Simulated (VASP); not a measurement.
Computed with r2SCAN+rVV10, VASP's PBE PAW potentials (set 64) (plane waves; VASP).

Input for VASP

File POSCAR:
```
W
1
   -1.5676878331     1.5676878331     1.5676878331
    1.5676878331    -1.5676878331     1.5676878331
    1.5676878331     1.5676878331    -1.5676878331
W
1
Direct
  0.0000000000   0.0000000000   0.0000000000
```

### KPOINTS
```
Automatic mesh
0
G
  16 16 16
0 0 0
```

INCAR:
```
# general
SYSTEM   = W
PREC     = Accurate
ENCUT    = 520
LREAL    = F
LASPH    = T

# electronic loop
EDIFF    = 1E-7
NELM     = 100
ALGO     = Normal
LMAXMIX  = 6
LMIXTAU  = T

# smearing
ISMEAR   = 1
SIGMA    = 0.1

# functional
METAGGA  = R2SCAN
LUSE_VDW = T
BPARAM   = 11.95
CPARAM   = 0.0093

# ions
ISIF     = 2

# output
LWAVE    = F
LCHARG   = F
```

POTCAR, in this order: W_sv (PBE.64 set). Program: vasp_std.

Unless said otherwise, spin-orbit coupling is left out, though it shifts the bands of the heavy elements here.

### Question
What does the run give for the energy per atom (σ→0), pressure, band gap (on the k-mesh)?

### Answer

The energy per atom (σ→0) comes out as -51.126 eV/atom. The band gap (on the k-mesh) is none (metal, semimetal or under 0.01 eV). The pressure comes out as 10.26 GPa.

**OSZICAR**
```
...
DAV:  14    -0.511258090870E+02    0.53299E-05   -0.28985E-06  3502   0.228E-02    0.311E-02
DAV:  15    -0.511257997614E+02    0.93256E-05   -0.20744E-05  3361   0.648E-02    0.806E-03
DAV:  16    -0.511257970519E+02    0.27095E-05   -0.27760E-06  3481   0.200E-02    0.183E-03
DAV:  17    -0.511257986241E+02   -0.15722E-05   -0.20170E-07  2986   0.640E-03    0.940E-04
DAV:  18    -0.511257988414E+02   -0.21727E-06   -0.32874E-08  1646   0.256E-03    0.564E-04
DAV:  19    -0.511257991460E+02   -0.30458E-06   -0.12350E-08  1610   0.161E-03    0.771E-05
DAV:  20    -0.511257992352E+02   -0.89225E-07   -0.16686E-09  1616   0.696E-04
   1 F= -.51125799E+02 E0= -.51125593E+02  d E =-.619917E-03
```

The compound is W in the bcc structure. This cell is one point of a volume scan, at 0.97 of the reference volume.
